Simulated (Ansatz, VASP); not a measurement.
## AlGaAsN in two plane-wave programs

Wanted: the spread between two codes on one cell, functional and k mesh. The cell is invented: As first built, before any earlier steps moved the atoms (in the runner's words): it takes the AlGaN2 structure with some of its atoms replaced by other elements, volume scaled by an estimate. It may not be a known or stable phase. The cell is taken from a series of VASP runs on this material, whose earlier steps may have relaxed, scaled or displaced it; both programs get it as it stands.

Calculated with Ansatz 0.2.0; plane waves, with VASP 6.6.1 beside it; band structure at r2SCAN.

## 1. The starting structure

The structure is trigonal, space group P3m1 (No. 156). The conventional cell has a = 3.533 Å, b = 3.533 Å, c = 6.025 Å, α = 90.00°, β = 90.00°, γ = 120.00°. Nearest to As lie 3 Ga at 2.33 Å and 1 Al at 2.50 Å. Nearest to Ga lie 1 N at 1.99 Å and 3 As at 2.33 Å. Nearest to Al lie 3 N at 2.08 Å and 1 As at 2.50 Å. Nearest to N lie 1 Ga at 1.99 Å and 3 Al at 2.08 Å. As first built, before any earlier steps moved the atoms (in the runner's words): sites of the AlGaN2 structure (space group 156) filled with other elements, volume scaled by an estimate. Farther neighbours and most contacts between anions are not listed.

## 2. Ansatz: band structure, r2SCAN

Ansatz runs on its default PAW (the set named soft_2) files.

With cell and atoms fixed, the geometry can't cause a difference; cores, projectors, grids and the points listed under the comparison can.

Input file input.yaml:

```yaml
crystal:
  lattice:
    - [3.5327190379, 0.0, 0.0]
    - [-1.766359519, 3.0594241788, 0.0]
    - [0.0, 0.0, 6.0245879883]
  atoms:
    - { symbol: As, position: [0.0, 0.0, 0.6321345327] }
    - { symbol: Ga, position: [0.66666667, 0.33333333, 0.4440523102] }
    - { symbol: Al, position: [0.0, 0.0, 0.0462720779] }
    - { symbol: "N", position: [0.66666667, 0.33333333, 0.1139410893] }
hamiltonian:
  xc: r2scan
  pseudopotentials: { kind: paw }
kpoints:
  mp_grid: { grid: [7, 7, 4] }
  band_path:
    path:
      - [0.0, 0.0, 0.0]
      - [0.13333, 0.0, 0.0]
      - [0.3, 0.0, 0.0]
      - [0.46667, 0.0, 0.0]
      - [0.46667, 0.06667, 0.0]
      - [0.41111, 0.17778, 0.0]
      - [0.35556, 0.28889, 0.0]
      - [0.28889, 0.28889, 0.0]
      - [0.17778, 0.17778, 0.0]
      - [0.06667, 0.06667, 0.0]
      - [0.0, 0.0, 0.03333]
      - [0.0, 0.0, 0.2]
      - [0.0, 0.0, 0.36667]
      - [0.0, 0.0, 0.5]
      - [0.16667, 0.0, 0.5]
      - [0.3, 0.0, 0.5]
      - [0.46667, 0.0, 0.5]
      - [0.46667, 0.06667, 0.5]
      - [0.41111, 0.17778, 0.5]
      - [0.35556, 0.28889, 0.5]
      - [0.28889, 0.28889, 0.5]
      - [0.17778, 0.17778, 0.5]
      - [0.06667, 0.06667, 0.5]
      - [0.5, 0.0, 0.46667]
      - [0.5, 0.0, 0.3]
      - [0.5, 0.0, 0.13333]
      - [0.33333, 0.33333, 0.0]
      - [0.33333, 0.33333, 0.16667]
      - [0.33333, 0.33333, 0.33333]
      - [0.33333, 0.33333, 0.5]
    npoints: 1
scf:
  occupations: { method: fermi_dirac, width: 0.05 }
  n_extra_bands: 8
output:
  forces: true
  stress: true
  eigenvalues: true
```

Started as:

```
ansatz run input.yaml --threads 2 --pin off --max-ram 4608MiB --backend cpu --events-out ev --progress --plain --runs-dir out
```

Numbers of over 12 decimals in the logs are rounded to 6 here.

The log of the run:

```text
scf.n_extra_bands = 8 over 18 filled bands (N_el = 36.0): the run solves 26 bands
Engine: ansatz 0.2.0, x86_64-unknown-linux-gnu
Pseudopotentials: kind: paw
Pseudopotential: As, paw, valence charge 15, recommended cutoff 500 eV (meta_gga), As.paw.azcp
Pseudopotential: Ga, paw, valence charge 13, recommended cutoff 500 eV (meta_gga), Ga.paw.azcp
Pseudopotential: Al, paw, valence charge 3, recommended cutoff 500 eV (meta_gga), Al.paw.azcp
Pseudopotential: N, paw, valence charge 5, recommended cutoff 500 eV (meta_gga), N.paw.azcp
Functional definition: r2SCAN
  parameter k0 = 0.174
  parameter k1 = 0.065
  parameter a1 = 4.9479
  exchange = r2scan_x(k0 = k0, k1 = k1, a1 = a1)
  correlation = r2scan_c
Crystal: 4 atoms, lattice volume = 65.114 Å³
Basis set: ecut = 500 eV, 1641 PW (Γ), exchange–correlation on 108×108×180 points (64 copies of the dense FFT grid, shifted against one another)
Bands: 26, of which v1, the nominal top of the filled ones, is band 18 counted from 1 (17 counted from 0)
Symmetry: 6 space group operations
Space group: P3m1 (ITA 156), of the structure as read, at distance tolerance 4.0e-5 Å
k-points: 28 of 196 (time reversal used)
Non-local potential: As, projectors of the file, l = 0: 2, l = 1: 2, l = 2: 3, l = 3: 1
Non-local potential: Ga, projectors of the file, l = 0: 2, l = 1: 2, l = 2: 3, l = 3: 1
Non-local potential: Al, projectors of the file, l = 0: 2, l = 1: 2, l = 2: 1
Non-local potential: N, projectors of the file, l = 0: 2, l = 1: 2, l = 2: 1
PAW form: soft (Blöchl's): semilocal exchange-correlation on the pseudo side does not see the compensation charge
PAW frozen core: As, regenerated for the run's functional (the file was generated under x = pbe(κ = 0.804, μ = 0.219515), c = pbe(β = 0.066725))
PAW frozen core: Ga, regenerated for the run's functional (the file was generated under x = pbe(κ = 0.804, μ = 0.219515), c = pbe(β = 0.066725))
PAW frozen core: Al, regenerated for the run's functional (the file was generated under x = pbe(κ = 0.804, μ = 0.219515), c = pbe(β = 0.066725))
PAW frozen core: N, regenerated for the run's functional (the file was generated under x = pbe(κ = 0.804, μ = 0.219515), c = pbe(β = 0.066725))
PAW one-centre angular grid: As, 590 points (default); XC on 160 Gauss nodes
PAW one-centre angular grid: Ga, 590 points (default); XC on 160 Gauss nodes
PAW one-centre angular grid: Al, 302 points (default); XC on 160 Gauss nodes
PAW one-centre angular grid: N, 302 points (default); XC on 160 Gauss nodes
Initial density: superposition of atomic densities (neutral atoms: chi_scale 0, normalization atom), corrected by the library's trained network
Initial wavefunctions: pseudopotential atomic-orbital guess
Functional: x = r2scan, c = r2scan; τ floored in thin density (d = 2e-4 eV/Å³)
SCF iter   1: F=—  HF=-9581.827059 eV  |F-HF|=—  |Δ(HF+E_count)|=         —  Δρ=8.84e-3  dr2=7.06e-2  dr2_τ=6.72e-2  ethr=1.77e-3  ⟨swp⟩=5.8  Hψ=3579  notcnv=0  defer=2
preconditioner: auto → Kerker (q_TF=auto, 2.472 Å⁻¹)  [metal: Δε(μ)=0.052 eV  Ē_g=16.118 eV  σ=0.050 eV  W_gap=0.24  n_scr=22 (ndim 8)  ℏωp=23.5 eV  f_vac=0.001  D(μ)=0.54/eV (n_scr^D=2)]
SCF iter   2: F=—  HF=-9581.879629 eV  |F-HF|=—  |Δ(HF+E_count)|=   5.26e-2  Δρ=4.56e-3  dr2=3.19e-2  dr2_τ=3.30e-4  ethr=1.96e-4  ⟨swp⟩=2.0  Hψ=1471  notcnv=0  defer=55
SCF iter   3: F=—  HF=-9581.874938 eV  |F-HF|=—  |Δ(HF+E_count)|=   4.69e-3  Δρ=2.81e-3  dr2=1.48e-2  dr2_τ=1.19e-4  ethr=8.86e-5  ⟨swp⟩=2.0  Hψ=807  notcnv=0  defer=55
SCF iter   4: F=—  HF=-9581.871597 eV  |F-HF|=—  |Δ(HF+E_count)|=   3.34e-3  Δρ=1.07e-3  dr2=2.15e-3  dr2_τ=7.74e-6  ethr=4.12e-5  ⟨swp⟩=2.3  Hψ=1016  notcnv=0  defer=55
SCF iter   5: F=—  HF=-9581.871405 eV  |F-HF|=—  |Δ(HF+E_count)|=   1.92e-4  Δρ=5.45e-4  dr2=6.02e-4  dr2_τ=6.39e-6  ethr=5.98e-6  ⟨swp⟩=2.1  Hψ=1168  notcnv=0  defer=55
SCF iter   6: F=—  HF=-9581.871207 eV  |F-HF|=—  |Δ(HF+E_count)|=   1.98e-4  Δρ=2.23e-4  dr2=9.44e-5  dr2_τ=1.62e-6  ethr=1.67e-6  ⟨swp⟩=2.0  Hψ=1171  notcnv=0  defer=55
SCF iter   7: F=—  HF=-9581.871199 eV  |F-HF|=—  |Δ(HF+E_count)|=   8.40e-6  Δρ=1.21e-4  dr2=1.25e-5  dr2_τ=7.15e-7  ethr=2.62e-7  ⟨swp⟩=2.0  Hψ=1027  notcnv=0  defer=55
SCF iter   8: F=—  HF=-9581.871200 eV  |F-HF|=—  |Δ(HF+E_count)|=   1.26e-6  Δρ=4.96e-5  dr2=2.12e-6  dr2_τ=1.74e-7  ethr=3.46e-8  ⟨swp⟩=2.0  Hψ=1037  notcnv=0  defer=55
SCF iter   9: F=—  HF=-9581.871200 eV  |F-HF|=—  |Δ(HF+E_count)|=   1.18e-9  Δρ=1.63e-5  dr2=2.40e-7  dr2_τ=1.41e-8  ethr=5.89e-9  ⟨swp⟩=2.0  Hψ=1034  notcnv=0  defer=55
SCF iter  10: F=-9581.871200 eV  HF=-9581.871200 eV  |F-HF|=4.02e-10  |Δ(HF+E_count)|=   8.43e-9  Δρ=3.35e-6  dr2=1.31e-8  dr2_τ=3.73e-10  ethr=2.78e-10  ⟨swp⟩=9.0  Hψ=3065  notcnv=0
SCF 1 converged in 10 iterations: F = -9581.871200 eV  dr2 = 1.31e-8
  greatest PAW one-centre occupation: 0.999 electrons in one spin orbital (limit 2), on the As atom at site 0 (counted from 0), in its partial waves of l = 2
NSCF: frozen V_eff on 30 k-points
SCF converged after 10 iterations
Free energy (F): -9581.871200 eV
Harris-Foulkes:  -9581.871200 eV  (|F-HF|=4.02e-10)
Internal energy: -9581.869113 eV  (E = F + TS)
E sigma→0 (E₀):  -9581.870157 eV
Entropy (-TS):   -0.002087 eV (-0.522 meV/atom)
Fermi energy:    9.742568 eV
--- Per-component energies (eV) ---
  E_band       = -292.078169
  E_kinetic    = 373.275457
  E_local      = -4770.238231  (includes V_loc(G=0)·N_el)
  E_nonlocal   = -189.443133
  E_hartree    = 2384.442614
  E_xc         = -234.298190
  E_vxc        = -261.745770  (∫ρ·V_xc dr)
  E_paw        = -4452.633872  (= ΣΔE_a)
  E_vpaw       = -226.736851  (= ΣTr[D̂ρ^β])
  E_aug_tail   = -0.000031  (compensation charges beyond the density's cutoff)
  E_vtau       = 13.925353  (kinetic-family band-sum trace: ∫τ·v_τ [+ j·A + Jᵃ·Aᵃ] dr)
  E_ewald      = -2690.773576
  E_core_change = -2.200150  (= ΣΔE_core)
  E_smearing   = -0.002087  (= −TS)
  E_closure    = -0.000000  (closes the sum)
  Σ components = -9581.871200   (vs F -9581.871200, Δ=0.00e0)
--- Forces (eV/Å), atoms counted from 1 ---
  atom   1  As     0.00000000     0.00000000    -0.22131049
  atom   2  Ga     0.00000000    -0.00000000     0.14866206
  atom   3  Al     0.00000000     0.00000000    -0.15406669
  atom   4  N      0.00000000     0.00000000     0.22678416
  max |Σ_I F_I| component: 6.90e-5 eV/Å
--- Stress (GPa, compression-positive) ---
       -1.221051       0.000000      -0.000000
        0.000000      -1.221051      -0.000000
        0.000000      -0.000000      -2.508701
  P = ⅓ Tr σ = -1.6503 GPa (-16.503 kbar)
--- Band table (eV; the first three rows and the last of 28) ---
  k-point 0: bands = [... 14 lower, 5.4302, 7.1930, 8.6490, 9.9120, 9.9120, 13.4550, 14.8353, 14.8353, ... 4 higher]
  k-point 1: bands = [... 14 lower, 5.4449, 5.6767, 9.8188, 9.8626, 9.8626, 13.5760, 14.2964, 14.9247, ... 4 higher]
  k-point 2: bands = [... 14 lower, 5.4598, 5.4598, 9.8133, 9.8133, 10.6439, 13.1010, 14.2319, 15.1195, ... 4 higher]
  k-point 27: bands = [... 14 lower, 3.4424, 4.9409, 5.6584, 6.7001, 11.3590, 12.1848, 12.7936, 14.9938, ... 4 higher]
```

It took 5.7 s on 2 threads of AMD EPYC 9R14 (Zen 4), shared host; peak memory 0.54 GiB; 10 s of CPU time.

In the SCF lines HF is the Harris–Foulkes energy and dr2 the Hartree energy of the density residual, in eV; the loop may stop once dr2 is under the threshold and the program's other checks hold. Hψ counts applications of the Hamiltonian.

## 3. VASP: band structure, r2SCAN

The same cell, functional, mesh and smearing now go to VASP, with its own data sets and cutoff.

Lines of VASP's logs that name or quote its potential files are left out, and so is its time.

Input file INCAR:

```
SYSTEM = AlGaAsN
PREC = Accurate
ENCUT = 520
EDIFF = 1E-06
NELM = 100
ISMEAR = -1
SIGMA = 0.05
LREAL = .FALSE.
ALGO = Normal
METAGGA = R2SCAN
LASPH = .TRUE.
NBANDS = 27
LORBIT = 11
LWAVE = .FALSE.
LCHARG = .FALSE.
KPAR = 2
```

Input file POSCAR:

```
AlGaAsN
1.0
    3.5327190379      0.0000000000      0.0000000000
   -1.7663595190      3.0594241788      0.0000000000
    0.0000000000      0.0000000000      6.0245879883
As Ga Al N
1 1 1 1
Direct
    0.0000000000      0.0000000000      0.6321345327
    0.6666666700      0.3333333300      0.4440523102
    0.0000000000      0.0000000000      0.0462720779
    0.6666666700      0.3333333300      0.1139410893
```

Input file KPOINTS:

```
Automatic mesh
0
Gamma
7 7 4
0 0 0
```

Input file KPOINTS_OPT:

```
Line mode
16
Line-mode
Reciprocal
  0.00000000   0.00000000   0.00000000 GAMMA
  0.50000000   0.00000000   0.00000000 M

  0.50000000   0.00000000   0.00000000 M
  0.33333333   0.33333333   0.00000000 K

  0.33333333   0.33333333   0.00000000 K
  0.00000000   0.00000000   0.00000000 GAMMA

  0.00000000   0.00000000   0.00000000 GAMMA
  0.00000000   0.00000000   0.50000000 A

  0.00000000   0.00000000   0.50000000 A
  0.50000000   0.00000000   0.50000000 L

  0.50000000   0.00000000   0.50000000 L
  0.33333333   0.33333333   0.50000000 H

  0.33333333   0.33333333   0.50000000 H
  0.00000000   0.00000000   0.50000000 A

  0.50000000   0.00000000   0.50000000 L
  0.50000000   0.00000000   0.00000000 M

  0.33333333   0.33333333   0.00000000 K
  0.33333333   0.33333333   0.50000000 H
```

PAW data sets: As, Ga_d, Al and N (PBE family, release 64).

Started as:

```
mpirun -np 2 vasp_std
```

The log of the run:

```text
[banner, memory and clock lines left out]
running    2 mpi-ranks, on    1 nodes
 distrk:  each k-point on    1 cores,    2 groups
 distr:  one band on    1 cores,    1 groups

 POSCAR found type information on POSCAR AsGaAlN
 POSCAR found :  4 types and       4 ions
|                                                                             |
|               ----> ADVICE to this user running VASP <----                  |
|                                                                             |
|     You enforced a specific xc type in the INCAR file but a different       |
|     [... a line on the potential file left out ...]
|     I HOPE YOU KNOW WHAT YOU ARE DOING!                                     |
|                                                                             |

 LDA part: xc-table for (None), standard interpolation
 POSCAR, INCAR and KPOINTS ok, starting setup
 FFT: planning ... GRIDC
 FFT: planning ... GRID_SOFT
 FFT: planning ... GRID
 WAVECAR not read
 entering main loop
       N       E                     dE             d eps       ncg     rms          rms(c)
DAV:   1     0.163314451277E+03    0.16331E+03   -0.11344E+04  1681   0.126E+03
DAV:   2    -0.236353726070E+02   -0.18695E+03   -0.17006E+03  1672   0.384E+02
DAV:   3    -0.494361499383E+02   -0.25801E+02   -0.25321E+02  1874   0.955E+01
DAV:   4    -0.502338224496E+02   -0.79767E+00   -0.79632E+00  1789   0.182E+01
DAV:   5    -0.502483273658E+02   -0.14505E-01   -0.14502E-01  1991   0.240E+00    0.863E+00
DAV:   6    -0.437519417068E+02    0.64964E+01   -0.67423E+00  2110   0.208E+01    0.389E+00
DAV:   7    -0.438598604683E+02   -0.10792E+00   -0.96482E-01  1719   0.688E+00    0.271E+00
DAV:   8    -0.438788195787E+02   -0.18959E-01   -0.16103E-01  2064   0.331E+00    0.767E-01
DAV:   9    -0.438811706764E+02   -0.23511E-02   -0.33252E-02  1904   0.146E+00    0.295E-01
DAV:  10    -0.438818865736E+02   -0.71590E-03   -0.32921E-03  1755   0.341E-01    0.779E-02
DAV:  11    -0.438819521328E+02   -0.65559E-04   -0.19784E-04  1869   0.139E-01    0.534E-02
DAV:  12    -0.438819375304E+02    0.14602E-04   -0.76966E-05  2069   0.551E-02    0.148E-02
DAV:  13    -0.438819425491E+02   -0.50187E-05   -0.12809E-05  1713   0.225E-02    0.694E-03
DAV:  14    -0.438819431641E+02   -0.61498E-06   -0.11546E-06  1223   0.584E-03
   1 F= -.43881943E+02 E0= -.43880921E+02  d E =-.204405E-02
 Start KPOINTS_OPT (optional k-point list driver)
k-point batch [1-28\144]
       N       E                     dE             ncg
DAV:   1     0.263448324844E+04   -0.15983E+05     1693
DAV:   2    -0.239878635964E+04   -0.50333E+04     1683
DAV:   3    -0.306088312577E+04   -0.66210E+03     1866
DAV:   4    -0.307979835326E+04   -0.18915E+02     1786
DAV:   5    -0.308015986934E+04   -0.36152E+00     2087
DAV:   6    -0.308017351635E+04   -0.13647E-01     2019
DAV:   7    -0.308017368261E+04   -0.16626E-03     2137
DAV:   8    -0.308017368460E+04   -0.19972E-05     1521
DAV:   9    -0.308017368481E+04   -0.20446E-06     1242
[...]
k-point batch [141-144\144]
       N       E                     dE             ncg
DAV:   1     0.229817603710E+05   -0.37444E+04      249
DAV:   2     0.222815691194E+05   -0.70019E+03      232
DAV:   3     0.221893410799E+05   -0.92228E+02      277
DAV:   4     0.221867418520E+05   -0.25992E+01      237
DAV:   5     0.221866966103E+05   -0.45242E-01      296
DAV:   6     0.221866948421E+05   -0.17683E-02      277
DAV:   7     0.221866948288E+05   -0.13258E-04      288
DAV:   8     0.221866948286E+05   -0.26234E-06      189
```

(Continued in part 2 of 2.)

[Lines on the potential files, build, host, timing and source positions are cut from VASP's logs without a mark.]

[Logs are printed without paths, hosts, clocks, repeated set-up lines and the standing remarks that a program may print on its own settings, such as how far it seeks lower states.]

[Hosts, paths, dates, database ids (printed as entryN), source tags and the programs' standing remarks are cut or masked in the printed files.]
